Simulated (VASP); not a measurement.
## How U changes BeCo

Aim: follow the moments and the gap of BeCo as U grows. The start is a cell from a database of measured crystal structures.

Program: VASP 6.6.1. Level of theory: PBEsol, DFT+U (Co d 1 eV), spin-polarised from a ferromagnetic start (one magnetic atom a cell); plane waves and PAW (Co, Be), in the first sound run; inputs show where later runs differ. Results are calculated unless marked as measured.

**1. Starting point**

The structure is cubic, space group Pm-3m (No. 221). The conventional cell has a = 2.606 Å, b = 2.606 Å, c = 2.606 Å, α = 90.00°, β = 90.00°, γ = 90.00°. Nearest to Co lie 8 Be at 2.26 Å. Nearest to Be lie 8 Co at 2.26 Å. Farther neighbours are not listed.

Coordinates:

```cif
data_structure
_symmetry_space_group_name_H-M 'Pm-3m'
_symmetry_Int_Tables_number 221
_cell_length_a 2.6060
_cell_length_b 2.6060
_cell_length_c 2.6060
_cell_angle_alpha 90.000
_cell_angle_beta 90.000
_cell_angle_gamma 90.000
_cell_volume 17.70
loop_
_atom_site_label
_atom_site_type_symbol
_atom_site_symmetry_multiplicity
_atom_site_Wyckoff_symbol
_atom_site_fract_x
_atom_site_fract_y
_atom_site_fract_z
_atom_site_occupancy
Co1 Co 1 b 0.50000 0.50000 0.50000 1
Be1 Be 1 a 0.00000 0.00000 0.00000 1
```

**2. Series over U, U 0**

U penalises partly filled orbitals; repeating the run over U shows how far moments and gap depend on it.

Input file INCAR:

```
SYSTEM = BeCo
PREC = Accurate
ENCUT = 350
EDIFF = 1E-06
NELM = 150
ISMEAR = 1
SIGMA = 0.1
LREAL = .FALSE.
ALGO = Normal
GGA = PS
NBANDS = 12
ISPIN = 2
MAGMOM = 2 0
LMAXMIX = 4
LORBIT = 11
LWAVE = .FALSE.
LCHARG = .FALSE.
KPAR = 2
AMIX = 0.2
BMIX = 1E-04
AMIX_MAG = 0.8
BMIX_MAG = 1E-04
NEDOS = 1200
LASPH = .TRUE.
```

Input file POSCAR:

```
BeCo
1.0
    2.6060000000      0.0000000000      0.0000000000
    0.0000000000      2.6060000000      0.0000000000
    0.0000000000      0.0000000000      2.6060000000
Co Be
1 1
Direct
    0.5000000000      0.5000000000      0.5000000000
    0.0000000000      0.0000000000      0.0000000000
```

Input file KPOINTS:

```
Automatic mesh
0
Gamma
7 7 7
0 0 0
```

The projector-augmented-wave data sets are Co and Be (PBE family, release 64).

The run is started by

```bash
$ mpirun -np 2 vasp_std
```

Output:

```text
[banner, memory and clock lines left out]
running    2 mpi-ranks, on    1 nodes
[...]
|                                                                             |
|               ----> ADVICE to this user running VASP <----                  |
|                                                                             |
|     You enforced a specific xc type in the INCAR file but a different       |
|     [... a line on the potential file left out ...]
|     I HOPE YOU KNOW WHAT YOU ARE DOING!                                     |
|                                                                             |

 LDA part: xc-table for (Slater+PW92), standard interpolation
 POSCAR, INCAR and KPOINTS ok, starting setup
[...]
entering main loop
       N       E                     dE             d eps       ncg     rms          rms(c)
DAV:   1     0.223995188786E+02    0.22400E+02   -0.42114E+03   968   0.786E+02
DAV:   2    -0.142482466412E+02   -0.36648E+02   -0.34137E+02  1008   0.154E+02
DAV:   3    -0.151549864717E+02   -0.90674E+00   -0.90140E+00  1096   0.295E+01
DAV:   4    -0.151640778699E+02   -0.90914E-02   -0.90887E-02  1128   0.266E+00
[...]
DAV:   8    -0.123806546855E+02    0.15519E-01   -0.18358E-02  1244   0.114E+00    0.121E+00
DAV:   9    -0.123667224066E+02    0.13932E-01   -0.26072E-02  1236   0.180E+00    0.578E-01
DAV:  10    -0.123683985326E+02   -0.16761E-02   -0.15728E-03  1280   0.368E-01    0.621E-01
[... 130 further cycles ...]
DAV: 141    -0.123649183632E+02   -0.15906E-03   -0.25910E-05  1044   0.543E-02    0.299E-01
DAV: 142    -0.123649169352E+02    0.14280E-05   -0.19037E-07   480   0.434E-03    0.299E-01
DAV: 143    -0.123649302430E+02   -0.13308E-04   -0.18816E-07   480   0.442E-03    0.300E-01
DAV: 144    -0.123647845668E+02    0.14568E-03   -0.20509E-05   876   0.489E-02    0.289E-01
[...]
DAV: 148    -0.123638361728E+02    0.34581E-05   -0.35819E-07   496   0.599E-03    0.234E-01
DAV: 149    -0.123638484329E+02   -0.12260E-04   -0.24030E-07   480   0.587E-03    0.234E-01
DAV: 150    -0.123639443658E+02   -0.95933E-04   -0.14065E-05   776   0.391E-02
|                                                                             |
|           W    W    AA    RRRRR   N    N  II  N    N   GGGG   !!!           |
|           W    W   A  A   R    R  NN   N  II  NN   N  G    G  !!!           |
|           W    W  A    A  R    R  N N  N  II  N N  N  G       !!!           |
|           W WW W  AAAAAA  RRRRR   N  N N  II  N  N N  G  GGG   !            |
|           WW  WW  A    A  R   R   N   NN  II  N   NN  G    G                |
|           W    W  A    A  R    R  N    N  II  N    N   GGGG   !!!           |
|                                                                             |
|     The electronic self-consistency was not achieved in the given           |
|     number of steps (NELM). The forces and other quantities evaluated       |
|     might not be reliable so examine the results carefully. If you find     |
|     spurious results, we suggest increasing NELM, if you were close to      |
|     convergence or switching to a different ALGO or adjusting the           |
|     density mixing parameters otherwise.                                    |
|                                                                             |

   1 F= -.12363944E+02 E0= -.12363484E+02  d E =-.138233E-02  mag=     0.5976
```

Wall time 32 s (2 MPI ranks of AMD EPYC 7R13 (Zen 3), shared host); peak memory 0.2 GiB.

Lines that name or quote the potential files are left out of all logs, and their timing lines are given in words.

Parts of OUTCAR (step 2):

```text
 spin component 1
 k-point     1 :       0.0000    0.0000    0.0000
  band No.  band energies     occupation
    ...
      2       5.7837      1.00000
      3       5.7837      1.00000
      4       8.3154      1.00000
      5       8.3154      1.00000
      6       8.3154      1.00000
      7      16.3094      0.00000
      8      16.3094      0.00000
      9      16.3094      0.00000
     10      23.7771      0.00000
     11      23.7771      0.00000
    ...

 k-point     2 :       0.1429    0.0000    0.0000
  band No.  band energies     occupation
    ...
      2       5.8241      1.00000
      3       5.8685      1.00000
      4       8.0587      1.00000
      5       8.0587      1.00000
      6       8.3332      1.00000
      7      14.3796      0.00000
      8      16.9663      0.00000
      9      16.9663      0.00000
     10      23.8164      0.00000
     11      25.8692      0.00000
    ...

  Total       -1.2625884     -1.2625884     -1.2625884      0.0000000      0.0000000      0.0000000
  in kB     -114.3007637   -114.3007637   -114.3007637      0.0000000      0.0000000      0.0000000
  external PRESSURE =    -114.3007637 kB  Pullay stress =       0.0000000 kB

 POSITION                                       TOTAL-FORCE (eV/Angst)
 -----------------------------------------------------------------------------------
      1.30300      1.30300      1.30300         0.000000      0.000000      0.000000
      0.00000      0.00000      0.00000         0.000000      0.000000      0.000000
 -----------------------------------------------------------------------------------
    total drift:                               -0.000000      0.000000      0.000000

  FREE ENERGIE OF THE ION-ELECTRON SYSTEM (eV)
  ---------------------------------------------------
  free  energy   TOTEN  =       -12.3639443658 eV

  energy  without entropy=      -12.3625620355  energy(sigma->0) =      -12.36348359

 magnetization (x)
# of ion       s       p       d       tot
------------------------------------------
    1       -0.001   0.008   0.573   0.580
    2       -0.007  -0.020   0.000  -0.027
--------------------------------------------------
tot         -0.008  -0.013   0.573   0.553

[... 24 further parts left out ...]
[key lines of the parts left out:]
E-fermi :   8.7460
```

The electronic loop did not meet EDIFF within NELM cycles, so this run is left out of the comparison.

**3. Series over U, u type 2, U 1**

This step: PBEsol, DFT+U (Co d 1 eV), spin-polarised from a ferromagnetic start (one magnetic atom a cell); plane waves and PAW (Co, Be) (VASP 6.6.1).

Edit INCAR of step 2 so:

```diff
@@ -13,2 +13,9 @@
 MAGMOM = 2 0
+LDAU = .TRUE.
+LDAUTYPE = 2
+LDAUL = 2 -1
+LDAUU = 1 0
+LDAUJ = 0 0
+LDAUPRINT = 1
+LASPH = .TRUE.
 LMAXMIX = 4
@@ -23,2 +30 @@
 NEDOS = 1200
-LASPH = .TRUE.
```

POSCAR is that of step 2.

KPOINTS is that of step 2.

The run is started by

```bash
$ mpirun -np 2 vasp_std
```

Output:

```text
[banner, memory and clock lines left out]
running    2 mpi-ranks, on    1 nodes
 distrk:  each k-point on    1 cores,    2 groups
 distr:  one band on    1 cores,    1 groups

 POSCAR found type information on POSCAR CoBe
 POSCAR found :  2 types and       2 ions
 [... a notice as in an earlier step ...]

 LDA part: xc-table for (Slater+PW92), standard interpolation
 POSCAR, INCAR and KPOINTS ok, starting setup
 FFT: planning ... GRIDC
 FFT: planning ... GRID_SOFT
 FFT: planning ... GRID
 WAVECAR not read
 entering main loop
       N       E                     dE             d eps       ncg     rms          rms(c)
DAV:   1     0.236186314742E+02    0.23619E+02   -0.42207E+03   968   0.787E+02
DAV:   2    -0.130808857719E+02   -0.36700E+02   -0.34201E+02  1008   0.154E+02
DAV:   3    -0.140078944517E+02   -0.92701E+00   -0.92172E+00  1100   0.299E+01
DAV:   4    -0.140171333442E+02   -0.92389E-02   -0.92363E-02  1128   0.269E+00
DAV:   5    -0.140174255191E+02   -0.29217E-03   -0.29217E-03  1144   0.454E-01    0.155E+01
DAV:   6    -0.115416534801E+02    0.24758E+01   -0.21073E+01  1068   0.609E+01    0.430E+00
DAV:   7    -0.114659043222E+02    0.75749E-01   -0.10818E+00  1116   0.134E+01    0.217E+00
DAV:   8    -0.114590421494E+02    0.68622E-02   -0.28907E-02  1292   0.147E+00    0.115E+00
DAV:   9    -0.114532718679E+02    0.57703E-02   -0.23248E-03  1176   0.535E-01    0.813E-01
DAV:  10    -0.114474563069E+02    0.58156E-02   -0.58594E-03  1076   0.731E-01    0.122E-01
DAV:  11    -0.114477511836E+02   -0.29488E-03   -0.12402E-03  1224   0.339E-01    0.554E-02
DAV:  12    -0.114477633858E+02   -0.12202E-04   -0.12119E-04  1280   0.102E-01    0.218E-02
DAV:  13    -0.114477639852E+02   -0.59943E-06   -0.19076E-05   992   0.426E-02    0.135E-02
DAV:  14    -0.114477662297E+02   -0.22444E-05   -0.10086E-05   856   0.303E-02    0.414E-03
DAV:  15    -0.114477659284E+02    0.30129E-06   -0.50536E-07   544   0.590E-03
   1 F= -.11447766E+02 E0= -.11448295E+02  d E =0.158653E-02  mag=     0.6667
```

The job ended after 3.8 s (2 MPI ranks; peak memory 0.18 GiB; 6.6 s of CPU time).

OUTCAR, selected parts (step 3):

```text
The static configuration has the point symmetry O_h .

 Found     20 irreducible k-points:

   NELECT =      11.0000    total number of electrons

atom =   1  type =  1  l = 2

 onsite density matrix

spin component  1

  0.8612 -0.0000 -0.0000  0.0000  0.0000
 -0.0000  0.8612  0.0000 -0.0000  0.0000
 -0.0000  0.0000  0.7507 -0.0000 -0.0000
  0.0000 -0.0000 -0.0000  0.8612 -0.0000
  0.0000  0.0000 -0.0000 -0.0000  0.7507

spin component  2

  0.7101 -0.0000 -0.0000  0.0000  0.0000
 -0.0000  0.7101  0.0000  0.0000  0.0000
 -0.0000  0.0000  0.6271  0.0000 -0.0000
  0.0000  0.0000  0.0000  0.7101  0.0000
  0.0000  0.0000 -0.0000  0.0000  0.6271

 occupancies and eigenvectors

  o =  0.6271  v =  0.0000  0.0000  0.0000  0.0000  0.0000  0.0000 -0.0000  0.9997  0.0000 -0.0236      0.0000  0.0000  0.0000  0.0000  0.0000  0.0000  0.0000  0.0000  0.0000  0.0000
  o =  0.6271  v =  0.0000  0.0000  0.0000  0.0000  0.0000  0.0000  0.0000  0.0236  0.0000  0.9997      0.0000  0.0000  0.0000  0.0000  0.0000  0.0000  0.0000  0.0000  0.0000  0.0000
  o =  0.7101  v =  0.0000  0.0000  0.0000  0.0000  0.0000  0.0000 -0.7423 -0.0000 -0.6701  0.0000      0.0000  0.0000  0.0000  0.0000  0.0000  0.0000  0.0000  0.0000  0.0000  0.0000
  o =  0.7101  v =  0.0000  0.0000  0.0000  0.0000  0.0000  1.0000  0.0000  0.0000  0.0000  0.0000      0.0000  0.0000  0.0000  0.0000  0.0000  0.0000  0.0000  0.0000  0.0000  0.0000
  o =  0.7101  v =  0.0000  0.0000  0.0000  0.0000  0.0000  0.0000  0.6701  0.0000 -0.7423 -0.0000      0.0000  0.0000  0.0000  0.0000  0.0000  0.0000  0.0000  0.0000  0.0000  0.0000
  o =  0.7507  v =  0.0000  0.0000 -0.9945 -0.0000 -0.1046  0.0000  0.0000  0.0000  0.0000  0.0000      0.0000  0.0000  0.0000  0.0000  0.0000  0.0000  0.0000  0.0000  0.0000  0.0000
  o =  0.7507  v =  0.0000  0.0000 -0.1046 -0.0000  0.9945  0.0000  0.0000  0.0000  0.0000  0.0000      0.0000  0.0000  0.0000  0.0000  0.0000  0.0000  0.0000  0.0000  0.0000  0.0000
  o =  0.8612  v =  1.0000  0.0000  0.0000  0.0000  0.0000  0.0000  0.0000  0.0000  0.0000  0.0000      0.0000  0.0000  0.0000  0.0000  0.0000  0.0000  0.0000  0.0000  0.0000  0.0000
  o =  0.8612  v =  0.0000  0.3831  0.0000  0.9237 -0.0000  0.0000  0.0000  0.0000  0.0000  0.0000      0.0000  0.0000  0.0000  0.0000  0.0000  0.0000  0.0000  0.0000  0.0000  0.0000
  o =  0.8612  v =  0.0000 -0.9237 -0.0000  0.3831  0.0000  0.0000  0.0000  0.0000  0.0000  0.0000      0.0000  0.0000  0.0000  0.0000  0.0000  0.0000  0.0000  0.0000  0.0000  0.0000

 E-fermi :   8.6498

 spin component 1
 k-point     1 :       0.0000    0.0000    0.0000
  band No.  band energies     occupation
    ...
      2       5.6059      1.00000
      3       5.6059      1.00000
      4       8.0198      1.00000
      5       8.0198      1.00000
      6       8.0198      1.00000
      7      16.3031      0.00000
      8      16.3031      0.00000
      9      16.3031      0.00000
     10      23.6659      0.00000
     11      23.6659      0.00000
    ...

 k-point     2 :       0.1429    0.0000    0.0000
  band No.  band energies     occupation
    ...
      2       5.6566      1.00000
      3       5.6898      1.00000
      4       7.7690      1.00000
      5       7.7690      1.00000
      6       8.0374      1.00000
      7      14.3525      0.00000
      8      16.9480      0.00000
      9      16.9480      0.00000
     10      23.7192      0.00000
     11      25.7763      0.00000
    ...

 k-point     3 :       0.2857    0.0000    0.0000
  band No.  band energies     occupation
    ...
      2       5.5848      1.00000
      3       5.8841      1.00000
      4       7.2744      1.00000
      5       7.2744      1.00000
      6       8.0773      1.00000
      7      11.4774      0.00000
      8      18.6020      0.00000
      9      18.6020      0.00000
     10      23.8683      0.00000
     11      27.9970      0.00000
    ...

 k-point     4 :       0.4286    0.0000    0.0000
  band No.  band energies     occupation
    ...
      2       4.8479      1.00000
      3       6.0461      1.00000
      4       6.9279      1.00000
      5       6.9279      1.00000
      6       8.1093      1.00000
      7       9.8105     -0.00000
      8      20.5369      0.00000
      9      20.5369      0.00000
     10      24.0319      0.00000
     11      26.8364      0.00000
    ...

  Total       -1.0797369     -1.0797369     -1.0797369     -0.0000000     -0.0000000      0.0000000
  in kB      -97.7474182    -97.7474182    -97.7474182     -0.0000000     -0.0000000      0.0000000
  external PRESSURE =     -97.7474182 kB  Pullay stress =       0.0000000 kB

 POSITION                                       TOTAL-FORCE (eV/Angst)
 -----------------------------------------------------------------------------------
      1.30300      1.30300      1.30300         0.000000      0.000000      0.000000
      0.00000      0.00000      0.00000         0.000000      0.000000      0.000000
 -----------------------------------------------------------------------------------
    total drift:                                0.000000      0.000000      0.000000

  FREE ENERGIE OF THE ION-ELECTRON SYSTEM (eV)
  ---------------------------------------------------
  free  energy   TOTEN  =       -11.4477659284 eV

  energy  without entropy=      -11.4493524616  energy(sigma->0) =      -11.44829477

 total charge
# of ion       s       p       d       tot
------------------------------------------
    1        0.476   0.555   7.438   8.469
    2        0.451   0.708   0.000   1.159
--------------------------------------------------
tot          0.927   1.263   7.438   9.628

 magnetization (x)
# of ion       s       p       d       tot
------------------------------------------
    1       -0.002   0.009   0.702   0.709
    2       -0.009  -0.027   0.000  -0.036
--------------------------------------------------
tot         -0.010  -0.018   0.702   0.673

[... 8 parts as in an earlier step ...]

[... 9 further parts left out ...]
```

The cell holds one magnetic atom, so no antiferromagnetic order fits into it. The k-mesh is coarse for a metal. A U on the itinerant d states of such a compound is hard to justify; it moves the bands at the Fermi level and favours large moments. The PAW data sets were made with PBE, which is usual practice but a small mismatch for other functionals.

Numbers from this step:

```
electronic cycles                                 : 15
electrons                                         : 11
free energy (TOTEN)                               : -11.45 eV
energy at zero smearing                           : -11.45 eV
Fermi energy                                      : 8.650 eV
moment of the cell, from the last line of the log : 0.6667 μB
labelled metallic, from the levels on this mesh   : yes
DOS at the Fermi level                            : 1.506 states/eV/cell
```

Spin moment in the PAW sphere by atom:

```csv
atom,spin moment in the PAW sphere (μB)
Co1,0.709
Be2,-0.036
```

The density of states has structure finer than the step of the table below, so its rows give means over 1 eV, whole bins alone (the curve runs from -11.1 to 7.91 eV). Peaks (eV: height): total up -3.0: 2.28, -2.6: 2.23, -1.3: 2.96, -1.1: 3.49; total down -2.0: 2.37, -0.5: 2.73, -0.4: 2.78, 0.1: 2.05; Co s up -7.5: 0.157, -7.2: 0.159, 6.5: 0.232, 7.5: 0.158; Co s down -7.5: 0.173, -7.2: 0.134, 6.9: 0.231, 7.8: 0.159; Co p up -3.8: 0.223, 1.5: 0.230, 3.0: 0.187, 3.3: 0.151.

Means over bins of 0.086 eV. The density of states by energy, zero at the Fermi level; means over each step; 7 of 12 lines; values in states/eV/cell:

```csv
energy (eV),total up,total down,Co s up,Co s down,Co p up,Co p down,Co d up
-10,0.00184,0.00158,7.3e-4,6.1e-4,0,0,0
-9,0.0580,0.0594,0.0216,0.0218,0.00159,0.00160,1.2e-4
-8,0.104,0.0951,0.0336,0.0306,0.00632,0.00576,0.00179
-7,0.112,0.110,0.0314,0.0312,0.00934,0.00907,0.00349
-6,0.257,0.247,0.0641,0.0622,0.0241,0.0239,0.0280
-5,0.341,0.264,0.0320,0.0375,0.0360,0.0345,0.106
-4,0.735,0.456,0.0237,0.0105,0.0552,0.0467,0.395
-3,1.13,0.713,0.0154,0.0301,0.0501,0.0457,0.830
-2,1.08,1.06,0.00355,0.00326,0.0410,0.0541,0.891
-1,1.75,1.25,0.0156,0.00666,0.0395,0.0412,1.57
0,0.412,1.51,0.00826,0.0140,0.0348,0.0400,0.300
1,0.399,0.251,0.0176,0.00428,0.0358,0.0158,0.252
2,0.172,0.521,0.00786,0.0213,0.0237,0.0435,0.0838
3,0.413,0.264,0.00961,0.00614,0.0766,0.0438,0.149
4,0.0131,0.176,6.2e-4,0.00387,0.00288,0.0297,0.00328
5,0.0693,0.0495,4.5e-6,0,0.0129,0.00820,0.0205
6,0.274,0.158,0.0163,4.5e-4,0.0432,0.0344,0.0748
7,0.411,0.392,0.0393,0.0420,0.0300,0.0350,0.132
```

Energy at zero smearing: -11.44829 eV.

**4. Series over U, u type 2, U 2**

This step: PBEsol, DFT+U (Co d 2 eV), spin-polarised from a ferromagnetic start (one magnetic atom a cell); plane waves and PAW (Co, Be) (VASP 6.6.1).

Edit INCAR of step 3 so:

```diff
@@ -16,3 +16,3 @@
 LDAUL = 2 -1
-LDAUU = 1 0
+LDAUU = 2 0
 LDAUJ = 0 0
```

POSCAR is that of step 3.

KPOINTS is that of step 3.

The run is started by

```bash
$ mpirun -np 2 vasp_std
```

Output:

```text
[... set-up lines as in an earlier step ...]
 entering main loop
       N       E                     dE             d eps       ncg     rms          rms(c)
DAV:   1     0.248003038940E+02    0.24800E+02   -0.42301E+03   968   0.789E+02
DAV:   2    -0.119718517309E+02   -0.36772E+02   -0.34231E+02  1004   0.154E+02
DAV:   3    -0.129147612089E+02   -0.94291E+00   -0.93984E+00  1104   0.303E+01
DAV:   4    -0.129240535011E+02   -0.92923E-02   -0.92899E-02  1132   0.271E+00
[...]
DAV:  20    -0.105412642097E+02    0.10102E-03   -0.39953E-04  1072   0.167E-01    0.157E-02
DAV:  21    -0.105412686410E+02   -0.44312E-05   -0.39984E-06   884   0.208E-02    0.493E-03
DAV:  22    -0.105412689168E+02   -0.27586E-06   -0.20342E-07   520   0.505E-03
   1 F= -.10541269E+02 E0= -.10540811E+02  d E =-.137244E-02  mag=     0.5236
```

It took 5.2 s on 2 MPI ranks; peak memory 0.19 GiB; 9.3 s of CPU time.

OUTCAR, selected parts (step 4):

```text
  Total       -1.3267807     -1.3267807     -1.3267807     -0.0000000     -0.0000000      0.0000000
  in kB     -120.1120296   -120.1120296   -120.1120296     -0.0000000     -0.0000000      0.0000000
  external PRESSURE =    -120.1120296 kB  Pullay stress =       0.0000000 kB

  FREE ENERGIE OF THE ION-ELECTRON SYSTEM (eV)
  ---------------------------------------------------
  free  energy   TOTEN  =       -10.5412689168 eV

  energy  without entropy=      -10.5398964771  energy(sigma->0) =      -10.54081144

 magnetization (x)
# of ion       s       p       d       tot
------------------------------------------
    1       -0.002   0.008   0.560   0.566
    2       -0.008  -0.024   0.000  -0.032
--------------------------------------------------
tot         -0.010  -0.016   0.560   0.534

[... 3 parts as in an earlier step ...]

[... 1 further part left out ...]
[key lines of the parts left out:]
E-fermi :   8.5441
```

Energy at zero smearing: -10.54081 eV.

The run ends at a pressure of -12.01 GPa.

(Continued in part 2 of 2.)

[Lines on the potential files, build, host, timing and source positions are cut from VASP's logs without a mark.]

[Logs are printed without paths, hosts, clocks, repeated set-up lines and the standing remarks that a program may print on its own settings, such as how far it seeks lower states.]

[Hosts, paths, dates, database ids (printed as entryN), source tags and the programs' standing remarks are cut or masked in the printed files.]

[In band tables of VASP the shares of atoms and orbitals are scaled to a sum of 1 inside the atoms' spheres.]

[Runs that stopped without an error message from VASP are left out.]
